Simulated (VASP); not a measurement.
Mg2ZnTeS2:

```xyz
12
Lattice="-2.2000 6.2863 2.9914 2.1530 -6.2440 2.8695 4.0106 12.3559 -5.8056" Properties=species:S:1:pos:R:3 pbc="T T T"
Mg   -0.1167    3.9970    0.1445
Mg    1.9952   10.1905   -2.6702
Mg   -0.1676    8.4525    0.1431
Mg    1.8913   14.6151   -2.7266
Zn    3.9140   12.4123   -0.1736
Zn    1.9526    6.3189    2.8292
Te    2.1593   -0.0172    1.3426
Te    4.0303    6.1570   -1.5403
S    -0.1215    2.0801    4.4159
S     1.9587    8.1792    1.5391
S     1.8963    4.0957    1.4967
S     3.9248   10.3471   -1.4272
```

The cell was built by a generator and needn't be a form met in nature.

* Program: VASP 6.6.1
* Task: relaxation of cell and atoms
* Functional: PBE
* Potentials or basis: VASP PAW PBE potentials, release 64 (Mg, Zn, Te, S)
* Cutoff: 520 eV
* k mesh: 5 × 5 × 5
* Occupations: gaussian, width 0.05 eV
* Spin: no spin polarisation

At the start: pressure 0.6 GPa; volume 25.30 Å³/atom.

**Question.** Where does the relaxation end?

**Answer.** Over 17 steps the energy falls by 35.8 meV/atom and the volume is 25.25 Å³/atom (-0.2 %); space group Imm2 (No. 44, to 0.05 Å).

Step by step:
```
step  energy change (eV)  largest force (eV/Å)  pressure (GPa)  volume (Å³)
   1              0.0000                1.4589            0.58       303.66
   2             -0.3170                0.5433           -0.67       307.65
   3             -0.3407                0.3464           -1.00       309.24
   4             -0.4030                0.2409            0.00       302.37
   5             -0.4050                0.2365            0.44       300.13
   6             -0.4055                0.2392            0.36       300.72
   7             -0.4193                0.1105            0.03       302.32
   8             -0.4208                0.1318           -0.05       302.99
   9             -0.4258                0.0651           -0.08       302.99
  10             -0.4271                0.0560           -0.08       302.99
  11             -0.4284                0.0430            0.03       302.23
  12             -0.4285                0.0448            0.05       301.92
  13             -0.4285                0.0467            0.18       301.77
  14             -0.4285                0.0455            0.15       301.88
  15             -0.4292                0.0404            0.04       302.37
  16             -0.4292                0.0387            0.04       302.60
  17             -0.4295                0.0295           -0.07       302.95
```

Final structure:
```
Mg Zn Te S
1.0
    -2.08563    6.15853    2.94906
     2.08422   -6.15531    2.94448
     4.17901   12.31468   -5.88931
Mg Zn Te S
4 2 2 4
Direct
  0.34344 0.01795 0.15597
  0.34375 0.01819 0.65517
  0.70560 0.02049 0.33821
  0.70532 0.01999 0.83807
  0.96067 0.95699 0.99779
  0.96067 0.95848 0.49870
  0.23525 0.73214 0.24834
  0.23587 0.73280 0.74789
  0.91806 0.74753 0.08055
  0.91793 0.74822 0.58068
  0.58668 0.74586 0.41335
  0.58627 0.74570 0.91359
```
